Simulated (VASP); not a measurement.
Write the native input for VASP 6.6.1 that does the following.

```
Task                   : relaxation of cell and atoms
Functional             : PBE
Potentials or basis    : VASP PAW PBE potentials, release 64 (Ti_sv, Ru_pv, C)
Cutoff                 : 520 eV
k mesh                 : 12 × 12 × 4
Occupations            : gaussian, width 0.1 eV
Spin                   : no spin polarisation
Further INCAR settings : ALGO = Normal; EDIFF = 1e-06; IBRION = 2; EDIFFG = -0.01; NSW = 90; ISIF = 3
```

The structure of Ti2RuC3 lies in POSCAR:

```
Ti2RuC3
1.0
    3.1081702000      0.0000000000      0.0000000000
   -1.5540851000      2.6917543500      0.0000000000
    0.0000000000      0.0000000000      7.2080000000
Ti Ru C
2 1 3
Direct
    0.3333333300      0.6666666700      0.6734184200
    0.6666666700      0.3333333300      0.3265815800
    0.0000000000      0.0000000000      0.0000000000
    0.3333333300      0.6666666700      0.1589900100
    0.6666666700      0.3333333300      0.8410099900
    0.0000000000      0.0000000000      0.5000000000
```

The cell was built by a generator and needn't be a form met in nature.

One way to write it, as run:

INCAR

```
SYSTEM = Ti2RuC3
ALGO = Normal
EDIFF = 1E-6
EDIFFG = -0.01
ENCUT = 520
GGA = PE
IBRION = 2
ISIF = 3
ISMEAR = 0
KPAR = 4
LASPH = .TRUE.
LCHARG = .FALSE.
LREAL = .FALSE.
LWAVE = .FALSE.
NELM = 120
NSW = 90
PREC = Accurate
SIGMA = 0.1
```

KPOINTS

```
k-points
0
G
  12 12 4
  0 0 0
```

Potentials or basis: VASP PAW PBE potentials, release 64 (Ti_sv, Ru_pv, C).

Run with:

```console
$ cat potpaw_PBE.64/Ti_sv/POTCAR potpaw_PBE.64/Ru_pv/POTCAR potpaw_PBE.64/C/POTCAR > POTCAR
$ mpirun -np 4 vasp_std > vasp.out
```

It gave:

- Relaxed volume: 10.08 Å³/atom
- Relaxed cell: a = 3.109 Å, b = 3.109 Å, c = 7.221 Å, α = 90.00°, β = 90.00°, γ = 120.00°
- Space group after relaxing (to 0.05 Å): P-3m1 (No. 164)
- Energy gained by relaxing: 0.1 meV/atom
- Ionic steps: 6
- Pressure after relaxing: 0.0 GPa
- Band gap on the k mesh: none (metal or under the smearing width)

Run time: 67 s on 4 MPI ranks on Intel(R) Xeon(R) 6975P-C (Granite Rapids), on a shared host, peak memory 0.26 GiB a rank.
